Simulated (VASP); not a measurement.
Write the native input for VASP 6.6.1 that does the following.

| Quantity | Value |
| --- | --- |
| Task | single point |
| Functional | LDA |
| Potentials or basis | VASP PAW LDA potentials, release 64 (Mg) |
| Cutoff | 520 eV |
| k mesh | 14 × 14 × 14 |
| Occupations | fermi-dirac, width 0.1 eV |
| Spin | no spin polarisation |
| Dipole correction | no |
| Further INCAR settings | ALGO = Normal; EDIFF = 1e-06; NBANDS = 7 |

The structure of Mg lies in POSCAR:

```
Mg
1.0
   -1.8215510976      1.8215510976      1.8215510976
    1.8215510976     -1.8215510976      1.8215510976
    1.8215510976      1.8215510976     -1.8215510976
Mg
1
Direct
    0.0000000000      0.0000000000      0.0000000000
```

This isn't the form of Mg at room conditions, which is hcp.

These files were run (other wordings do the same):

INCAR

```
PREC = Accurate
ENCUT = 520
EDIFF = 1E-6
ISMEAR = -1
SIGMA = 0.1
LREAL = False
LASPH = True
NELM = 60
ALGO = Normal
ISIF = 2
LWAVE = False
LCHARG = False
GGA = CA
NBANDS = 7
```

KPOINTS

```
regular mesh
0
Gamma
  14 14 14
```

Potentials or basis: VASP PAW LDA potentials, release 64 (Mg).

Launch:

```sh
$ cat potpaw_LDA.64/Mg/POTCAR > POTCAR
$ mpirun -np 1 vasp_std > vasp.out
```

Results of the run:

```
Pressure               : -3.8 GPa
Band gap on the k mesh : none (metal or under the smearing width)
```

Wall time 4.6 s on 1 thread of Intel(R) Xeon(R) Platinum 8488C (Sapphire Rapids), on a shared host, peak memory 0.13 GiB.
